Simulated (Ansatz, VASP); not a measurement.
# One calculation of Be4InCu, two programs

```
CELL_PARAMETERS angstrom
0.00000 3.19204 3.19204
3.19204 0.00000 3.19204
3.19204 3.19204 0.00000
ATOMIC_POSITIONS crystal
In 0.00605 0.99599 0.00364
Cu 0.24522 0.25426 0.24110
Be 0.12208 0.62812 0.62272
Be 0.61420 0.61734 0.62746
Be 0.62166 0.62152 0.12557
Be 0.62852 0.12127 0.62756
```

Change from the starting cell: atoms moved at random, drawn with an rms of 0.05 Å.

Alike in both runs: task single point; functional PBE; k mesh 7 × 7 × 7; occupations fermi-dirac, width 0.05 eV; no spin polarisation.

```csv
,VASP,Ansatz
version,VASP 6.6.1,Ansatz 0.2.0
potentials or method,"VASP PAW PBE potentials, release 64 (In_d, Cu, Be)",Ansatz PAW
plane-wave cutoff (eV),520,420
valence electrons in the cell,32,40
```

Ansatz gave:

| Item | Value |
| --- | --- |
| gap on the k mesh at the Fermi level (eV) | none |
| pressure (GPa) | 0.8 |
| largest component of the traceless stress (GPa) | 0.40 |
| rms of the force components (eV/Å) | 0.154 |

Problem. What did VASP give for the same quantities?

Solution. gap on the k mesh at the Fermi level (eV): none; pressure (GPa): 1.0; largest component of the traceless stress (GPa): 0.39; rms of the force components (eV/Å): 0.154.

Atom by atom the forces differ by 0.001 eV/Å (rms over components). A gap of «none» marks a metal or a gap that the smearing closes. The two sets of potentials don't hold the same shells in valence.
